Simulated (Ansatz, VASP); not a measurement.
# V (linear V chain) in two plane-wave programs

One calculation is typed for both programs; each brings its own data sets. How far apart do they land? The structure shown is the end of the Ansatz relaxation below. Other levels of theory on this material are compared in a session of their own.

Program: Ansatz 0.2.0. Level of theory: plane waves, with VASP 6.6.1 beside it; single point at r2SCAN. Results are calculated unless marked as measured.

**1. The starting structure**

The cell holds 1 atom: 1 V. Cell: a = 7.500 Å, b = 7.500 Å, c = 2.627 Å, α = 90.0°, β = 90.0°, γ = 90.0°. Vacuum lies along a and b. The structure's axis is c.

**2. Ansatz: relaxation, r2SCAN**

Ansatz runs on its default PAW (the set named soft_2) files.

This run makes the geometry at which the two programs are then compared.

The input, input.yaml:

```yaml
crystal:
  lattice:
    - [7.5, 0.0, 0.0]
    - [0.0, 7.5, 0.0]
    - [0.0, 0.0, 2.8458]
  atoms:
    - { symbol: V, position: [0.5, 0.5, 0.0], spin: 3.0 }
magnetization:
  spin_polarized: true
kpoints:
  mp_grid: { grid: [1, 1, 29] }
scf:
  occupations: { method: fermi_dirac, width: 0.05 }
hamiltonian:
  xc: r2scan
relax:
  cell: { fix: [a, b, alpha, beta, gamma] }
  max_steps: 60
```

Launch:

```
$ ansatz run input.yaml --threads 4 --pin off --max-ram 8192MiB --backend cpu --events-out ev --progress --plain --runs-dir out
```

Numbers of over 12 decimals in the logs are rounded to 6 here.

The program printed:

```text
Engine: ansatz 0.2.0, aarch64-unknown-linux-gnu
Pseudopotentials: kind: paw
Pseudopotential: V, paw, valence charge 13, recommended cutoff 500 eV (meta_gga), V.paw.azcp
Functional definition: r2SCAN
  parameter k0 = 0.174
  parameter k1 = 0.065
  parameter a1 = 4.9479
  exchange = r2scan_x(k0 = k0, k1 = k1, a1 = a1)
  correlation = r2scan_c
Crystal: 1 atoms, lattice volume = 160.076 Å³
Basis set: ecut = 500 eV, 4067 PW (Γ), exchange–correlation on 240×240×96 points (64 copies of the dense FFT grid, shifted against one another)
Bands: 12, of which v1, the nominal top of the filled ones, is band 7 counted from 1 (6 counted from 0)
Symmetry: 16 space group operations
Space group: P4/mmm (ITA 123), of the structure as read, at distance tolerance 5.4e-5 Å
Magnetic group: BNS 123.339 (UNI 999), of the structure as read, at distance tolerance 5.4e-5 Å
k-points: 15 of 29
Non-local potential: V, projectors of the file, l = 0: 3, l = 1: 2, l = 2: 3, l = 3: 1
PAW form: soft (Blöchl's): semilocal exchange-correlation on the pseudo side does not see the compensation charge
PAW frozen core: V, regenerated for the run's functional (the file was generated under x = pbe(κ = 0.804, μ = 0.219515), c = pbe(β = 0.066725))
PAW one-centre angular grid: V, 590 points (default); XC on 160 Gauss nodes
Initial density: superposition of atomic densities (neutral atoms: chi_scale 0, normalization atom)
Starting moments: Σ|m| = 3 μB on 1 of 1 site
Initial wavefunctions: pseudopotential atomic-orbital guess
Functional: x = r2scan, c = r2scan; τ floored in thin density (d = 2e-4 eV/Å³)
SCF iter   1: F=—  HF=-2912.452373 eV  |F-HF|=—  |Δ(HF+E_count)|=         —  Δρ=2.16e-2 (↑2.16e-2 ↓5.79e-3)  dr2=1.22e0  dr2_τ=1.43e-2  dr2_m=1.91e-1  M=3.759 μB ∫|m|=3.759 μB  β_m=1.00  ethr=3.10e-3  ⟨swp⟩=5.5  Hψ=2085  notcnv=0
Mixer restart at iter 1: flushing history
preconditioner: auto → LDOS  [metal: Δε(μ)=0.010 eV  Ē_g=3.485 eV  σ=0.050 eV  W_gap=0.05  n_scr=12 (ndim 8)  ℏωp=6.6 eV  f_vac=0.593  D(μ)=5.89/eV (n_scr^D=46)]
spin=Collinear: LDOS preconditioning applied to the charge; magnetization (m = ρ↑ − ρ↓) channel mixes plain (no charge-response kernel on spin).
SCF iter   2: F=—  HF=-2912.705322 eV  |F-HF|=—  |Δ(HF+E_count)|=   2.53e-1  Δρ=8.32e-3 (↑7.26e-3 ↓8.32e-3)  dr2=6.45e-1  dr2_τ=2.24e-3  dr2_m=4.00e-3  M=3.900 μB ∫|m|=3.900 μB  β_m=1.00  ethr=3.10e-3  ⟨swp⟩=2.3  Hψ=803  notcnv=0  defer=27  κ⁻¹=1.0e0(r=1)
SCF iter   3: F=—  HF=-2913.011107 eV  |F-HF|=—  |Δ(HF+E_count)|=   3.06e-1  Δρ=4.58e-3 (↑3.84e-3 ↓4.58e-3)  dr2=1.85e-1  dr2_τ=5.56e-4  dr2_m=2.25e-3  M=4.008 μB ∫|m|=4.008 μB  β_m=1.00  ethr=3.10e-3  ⟨swp⟩=2.4  Hψ=610  notcnv=0  defer=27  κ⁻¹=2.2e-1(r=2)
SCF iter   4: F=—  HF=-2913.398926 eV  |F-HF|=—  |Δ(HF+E_count)|=         —  Δρ=1.16e-2 (↑1.16e-2 ↓2.30e-3)  dr2=6.35e-2  dr2_τ=3.37e-3  dr2_m=4.73e-2  M=4.093 μB ∫|m|=4.094 μB  β_m=1.00  ethr=1.43e-3  ⟨swp⟩=3.1  Hψ=801  notcnv=0  defer=27
Mixer restart at iter 4: flushing history
SCF iter   5: F=—  HF=-2913.272218 eV  |F-HF|=—  |Δ(HF+E_count)|=   1.27e-1  Δρ=2.40e-3 (↑2.40e-3 ↓1.28e-3)  dr2=3.84e-3  dr2_τ=3.18e-4  dr2_m=3.68e-3  M=4.140 μB ∫|m|=4.140 μB  β_m=1.00  ethr=3.85e-4  ⟨swp⟩=3.1  Hψ=803  notcnv=0  defer=27
SCF iter   6: F=—  HF=-2913.279888 eV  |F-HF|=—  |Δ(HF+E_count)|=   7.67e-3  Δρ=7.42e-4 (↑5.82e-4 ↓7.42e-4)  dr2=1.13e-3  dr2_τ=2.96e-5  dr2_m=8.07e-5  M=4.127 μB ∫|m|=4.127 μB  β_m=1.00  ethr=2.95e-5  ⟨swp⟩=2.5  Hψ=818  notcnv=0  defer=30  κ⁻¹=1.0e0(r=1)
SCF iter   7: F=—  HF=-2913.286488 eV  |F-HF|=—  |Δ(HF+E_count)|=   6.60e-3  Δρ=4.37e-4 (↑3.60e-4 ↓4.37e-4)  dr2=2.50e-4  dr2_τ=1.32e-5  dr2_m=6.22e-5  M=4.116 μB ∫|m|=4.117 μB  β_m=1.00  ethr=8.72e-6  ⟨swp⟩=2.5  Hψ=612  notcnv=0  defer=30  κ⁻¹=7.2e-2(r=2)
SCF iter   8: F=—  HF=-2913.291775 eV  |F-HF|=—  |Δ(HF+E_count)|=   5.29e-3  Δρ=2.77e-4 (↑2.77e-4 ↓2.07e-4)  dr2=1.16e-4  dr2_τ=3.88e-6  dr2_m=1.04e-5  M=4.111 μB ∫|m|=4.111 μB  β_m=1.00  ethr=1.93e-6  ⟨swp⟩=2.2  Hψ=673  notcnv=0  defer=30  κ⁻¹=2.4e-3(r=3)
[...]
preconditioner: auto → LDOS  [metal: Δε(μ)=0.078 eV  Ē_g=4.439 eV  σ=0.050 eV  W_gap=0.34  n_scr=8 (ndim 8)  ℏωp=6.8 eV  f_vac=0.629  D(μ)=2.03/eV (n_scr^D=8)]
spin=Collinear: LDOS preconditioning applied to the charge; magnetization (m = ρ↑ − ρ↓) channel mixes plain (no charge-response kernel on spin).
[...]
SCF 5 converged in 9 iterations: F = -2913.353397 eV  dr2 = 8.60e-10
relax step   5: F+E_penalty+E_count = -2913.35339729 eV  Δ(F+E_penalty+E_count) = -7.630e-5 eV  max|allowed force component| = 0.000e0 eV/Å  Δτ_max = 0.0000 Å  P = -0.165 GPa  Ω = 147.781 Å³  energy of the carried Pulay correction = +1.015e-3 eV  fix = [a, b, alpha, beta, gamma]  reactions: a -0.252, b -0.252 GPa  (9 SCF iters, dr2 threshold 1.63e-8 eV, accepted)
Basis set: ecut = 500 eV, 3761 PW (Γ), exchange–correlation on 240×240×80 points (64 copies of the dense FFT grid, shifted against one another)
Initial wavefunctions: pseudopotential atomic-orbital guess (no wavefunctions were taken with the density)
[...]
preconditioner: auto → LDOS  [metal: Δε(μ)=0.078 eV  Ē_g=4.444 eV  σ=0.050 eV  W_gap=0.33  n_scr=8 (ndim 8)  ℏωp=6.8 eV  f_vac=0.628  D(μ)=2.00/eV (n_scr^D=8)]
spin=Collinear: LDOS preconditioning applied to the charge; magnetization (m = ρ↑ − ρ↓) channel mixes plain (no charge-response kernel on spin).
SCF iter   2: F=—  HF=-2913.352763 eV  |F-HF|=—  |Δ(HF+E_count)|=   9.40e-6  Δρ=2.79e-5 (↑2.38e-5 ↓2.79e-5)  dr2=1.74e-6  dr2_τ=1.36e-7  dr2_m=3.11e-8  M=4.128 μB ∫|m|=4.128 μB  β_m=1.00  ethr=2.91e-8  ⟨swp⟩=2.2  Hψ=613  notcnv=0  κ⁻¹=1.0e0(r=1)
SCF iter   3: F=—  HF=-2913.352765 eV  |F-HF|=—  |Δ(HF+E_count)|=   2.17e-6  Δρ=1.86e-5 (↑1.62e-5 ↓1.86e-5)  dr2=9.92e-7  dr2_τ=6.01e-8  dr2_m=1.04e-8  M=4.128 μB ∫|m|=4.128 μB  β_m=1.00  ethr=1.34e-8  ⟨swp⟩=1.3  Hψ=369  notcnv=0  κ⁻¹=4.7e-2(r=2)
SCF iter   4: F=—  HF=-2913.352766 eV  |F-HF|=—  |Δ(HF+E_count)|=   1.01e-6  Δρ=5.14e-6 (↑4.11e-6 ↓5.14e-6)  dr2=3.54e-8  dr2_τ=1.87e-9  dr2_m=1.02e-8  M=4.129 μB ∫|m|=4.129 μB  β_m=1.00  ethr=7.63e-9  ⟨swp⟩=2.4  Hψ=561  notcnv=0  κ⁻¹=8.5e-3(r=3)
SCF iter   5: F=—  HF=-2913.352766 eV  |F-HF|=—  |Δ(HF+E_count)|=   3.16e-7  Δρ=2.36e-6 (↑2.36e-6 ↓2.25e-6)  dr2=1.41e-8  dr2_τ=7.32e-10  dr2_m=4.66e-10  M=4.129 μB ∫|m|=4.129 μB  β_m=1.00  ethr=2.72e-10  ⟨swp⟩=2.8  Hψ=573  notcnv=0  κ⁻¹=3.1e-3(r=4)
SCF iter   6: F=—  HF=-2913.352767 eV  |F-HF|=—  |Δ(HF+E_count)|=   1.67e-7  Δρ=9.12e-7 (↑9.12e-7 ↓8.54e-7)  dr2=4.45e-9  dr2_τ=1.58e-10  dr2_m=4.73e-11  M=4.129 μB ∫|m|=4.129 μB  β_m=1.00  ethr=1.09e-10  ⟨swp⟩=2.5  Hψ=565  notcnv=0  κ⁻¹=3.6e-4(r=5)
SCF iter   7: F=—  HF=-2913.352767 eV  |F-HF|=—  |Δ(HF+E_count)|=   5.93e-8  Δρ=3.28e-7 (↑3.19e-7 ↓3.28e-7)  dr2=2.57e-10  dr2_τ=1.44e-11  dr2_m=2.87e-11  M=4.129 μB ∫|m|=4.129 μB  β_m=1.00  ethr=3.42e-11  ⟨swp⟩=2.3  Hψ=571  notcnv=0  κ⁻¹=3.7e-5(r=6)
SCF iter   8: F=—  HF=-2913.352767 eV  |F-HF|=—  |Δ(HF+E_count)|=   2.05e-9  Δρ=1.53e-7 (↑1.46e-7 ↓1.53e-7)  dr2=4.88e-11  dr2_τ=2.52e-12  dr2_m=2.15e-12  M=4.129 μB ∫|m|=4.129 μB  β_m=1.00  ethr=1.97e-12  ⟨swp⟩=2.3  Hψ=569  notcnv=0  κ⁻¹=3.4e-6(r=7)
SCF iter   9: F=—  HF=-2913.352767 eV  |F-HF|=—  |Δ(HF+E_count)|=  1.42e-10  Δρ=9.11e-8 (↑8.07e-8 ↓9.11e-8)  dr2=2.09e-11  dr2_τ=8.08e-13  dr2_m=1.94e-13  M=4.129 μB ∫|m|=4.129 μB  β_m=1.00  ethr=1.00e-12  ⟨swp⟩=2.3  Hψ=566  notcnv=0  κ⁻¹=1.1e-6(r=8)
SCF iter  10: F=—  HF=-2913.352767 eV  |F-HF|=—  |Δ(HF+E_count)|=  3.82e-10  Δρ=5.32e-8 (↑5.32e-8 ↓4.78e-8)  dr2=5.75e-12  dr2_τ=4.29e-13  dr2_m=1.63e-13  M=4.129 μB ∫|m|=4.129 μB  β_m=1.00  ethr=1.00e-12  ⟨swp⟩=2.4  Hψ=526  notcnv=0  κ⁻¹=5.0e-7(r=8)
SCF iter  11: F=-2913.352767 eV  HF=-2913.352767 eV  |F-HF|=4.65e-10  |Δ(HF+E_count)|=  3.48e-10  Δρ=3.23e-8 (↑3.23e-8 ↓2.33e-8)  dr2=1.21e-12  dr2_τ=8.17e-14  dr2_m=1.08e-13  M=4.129 μB ∫|m|=4.129 μB  ethr=1.00e-12  ⟨swp⟩=4.0  Hψ=1378  notcnv=0
SCF 6 converged in 11 iterations: F = -2913.352767 eV  dr2 = 1.21e-12
relax step   6: F+E_penalty+E_count = -2913.35276657 eV  Δ(F+E_penalty+E_count) = +6.307e-4 eV  max|allowed force component| = 0.000e0 eV/Å  Δτ_max = 0.0000 Å  P = -0.169 GPa  Ω = 147.781 Å³  fix = [a, b, alpha, beta, gamma]  reactions: a -0.255, b -0.255 GPa  stress off target by 1.50e-3 GPa on what of the cell is left free  SCF on the basis re-selected at this cell (its energy is not comparable with the rows above)  (11 SCF iters)
basis re-selected at this cell: Δ(F+E_penalty+E_count) = +6.307e-4 eV, ΔP = -0.005 GPa vs the last step (what re-selecting the basis moved, of the pressure what is left beyond the Pulay correction that the steps carried, after the strain that the cell walked since its last selection, with what the two solves' SCF thresholds leave and, on support functions, any second-order correction that the steps lacked; it is no measure of the basis error at this ecutwfc). The dense FFT grid was sized anew with the basis: this SCF ran on 60×60×20 points, the steps before it on 60×60×24, so part of this shift can come from that change (see relax.cell in the input reference). [rest of the remark cut]
SCF converged after 11 iterations
Stability not checked: this state was not tested for a lower state beside it, because the mixer in use, unlike msr1, does not test its closes by its own steps (another_mixer; see scf.mixing.algorithm and scf.lower_state_search)
Magnetization: 4.1285 μB (8.5643 up, 4.4357 down)
Absolute magnetization: 4.1286 μB (∫|ρ↑−ρ↓|, with the PAW one-centre terms)
Spin contamination: 0.0067 ħ² per cell (⟨S²⟩ above its minimum at these occupations)
Per-site moments (μB) at R_I (Å): [(3.026984, 1.083728)]
Free energy (F): -2913.352767 eV
Harris-Foulkes:  -2913.352767 eV  (|F-HF|=4.65e-10)
Internal energy: -2913.335610 eV  (E = F + TS)
E sigma→0 (E₀):  -2913.344188 eV
Entropy (-TS):   -0.017156 eV (-17.156 meV/atom)
Fermi energy:    -1.731636 eV
--- Per-component energies (eV) ---
  E_band       = -390.812243
  E_kinetic    = 331.768095
  E_local      = -2914.139362  (includes V_loc(G=0)·N_el)
  E_nonlocal   = -34.746603
  E_hartree    = 1303.112461
  E_xc         = -121.358891
  E_vxc        = -178.404630  (∫ρ·V_xc dr)
  E_paw        = -1128.046808  (= ΣΔE_a)
  E_vpaw       = -214.943935  (= ΣTr[D̂ρ^β])
  E_aug_tail   = 0.000187  (compensation charges beyond the density's cutoff)
  E_vtau       = 13.429086  (kinetic-family band-sum trace: ∫τ·v_τ [+ j·A + Jᵃ·Aᵃ] dr)
  E_ewald      = -349.658908
  E_core_change = -0.265781  (= ΣΔE_core)
  E_smearing   = -0.017156  (= −TS)
  E_closure    = 0.000000  (closes the sum)
  Σ components = -2913.352767   (vs F -2913.352767, Δ=0.00e0)
--- Forces (eV/Å), atoms counted from 1 ---
  atom   1  V      0.00000000     0.00000000     0.00000000
  max |Σ_I F_I| component: 2.02e-28 eV/Å
--- Stress (GPa, compression-positive) ---
       -0.254601       0.000000       0.000000
        0.000000      -0.254601       0.000000
        0.000000       0.000000       0.001496
  P = ⅓ Tr σ = -0.1692 GPa (-1.692 kbar)
--- Relaxed structure (5 steps of the walk, 5 accepted, 1 SCFs on fresh bases) ---
  F+E_penalty+E_count = -2913.35276657 eV   max|allowed force component| = 0.000e0 eV/Å   (the final SCF, on the basis selected at the relaxed cell)
  cell:  # Å, volume = 147.7811 Å³
    - [7.5, 0.0, 0.0]
    - [0.0, 7.5, 0.0]
    - [0.0, 0.0, 2.627219]
  atoms:
    - { symbol: V, position: [0.5, 0.5, 0.0] }
```

(Part 1 of 2 ends here.)

[Lines on the potential files, build, host, timing and source positions are cut from VASP's logs without a mark.]

[Logs are printed without paths, hosts, clocks, repeated set-up lines and the standing remarks that a program may print on its own settings, such as how far it seeks lower states.]

[Hosts, paths, dates, database ids (printed as entryN), source tags and the programs' standing remarks are cut or masked in the printed files.]
